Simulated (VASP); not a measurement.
Input for VASP

KPOINTS:
```
Automatic
0
G
  12 12 12
```

POSCAR:
```
Na
1.0
 -2.0925065745   2.0925065745   2.0925065745
  2.0925065745  -2.0925065745   2.0925065745
  2.0925065745   2.0925065745  -2.0925065745
Na
1
Direct
  0.0000000000   0.0000000000   0.0000000000
```

### INCAR
```
SYSTEM=Na
LCHARG=F
SIGMA=0.1
ISIF=3   ! ions, shape and volume
ENCUT=500   ! plane-wave cut-off (eV)
IBRION=2   ! conjugate gradients
LWAVE=F
GGA=PE   ! PBE
LREAL=F
NSW=40
EDIFF=1E-6
ALGO=Normal   ! blocked Davidson
ISMEAR=1   ! Methfessel-Paxton
LASPH=T
EDIFFG=-0.02   ! ionic stop
PREC=Accurate
NELM=100   ! most electronic steps
```

POTCAR, in this order: Na_pv (PBE.64 set). Program: vasp_std.

Task: Write an equivalent input for Quantum ESPRESSO's pw.x.

Result: One equivalent input (not run):
```
&CONTROL
  calculation = 'vc-relax'
  pseudo_dir = './pseudo'
  outdir = './out'
  tprnfor = .true.
  tstress = .true.
  nstep = 40
  forc_conv_thr = 0.00078
/
&SYSTEM
  ibrav = 0
  nat = 1
  ntyp = 1
  ecutwfc = 88
  occupations = 'smearing'
  smearing = 'methfessel-paxton'
  degauss = 0.00735
  input_dft = 'pbe'
/
&ELECTRONS
  conv_thr = 7.3e-08
  electron_maxstep = 100
/
&IONS
/
&CELL
/
ATOMIC_SPECIES
  Na 22.990 Na.upf
CELL_PARAMETERS angstrom
    -2.0925066    2.0925066    2.0925066
     2.0925066   -2.0925066    2.0925066
     2.0925066    2.0925066   -2.0925066
ATOMIC_POSITIONS crystal
  Na   0.0000000  0.0000000  0.0000000
K_POINTS automatic
  12 12 12 0 0 0
```
Limits of the translation: the potentials are each code's own (VASP's PAW set, PseudoDojo norm-conserving files in pw.x), so ENCUT and ecutwfc are chosen apart and not converted; conv_thr bounds pw.x's estimated SCF error, while EDIFF bounds the energy change between steps; forc_conv_thr acts on force components and is met together with etot_conv_thr.

The compound is Na in the bcc structure. It was relaxed first, which changed the volume by -5 %.
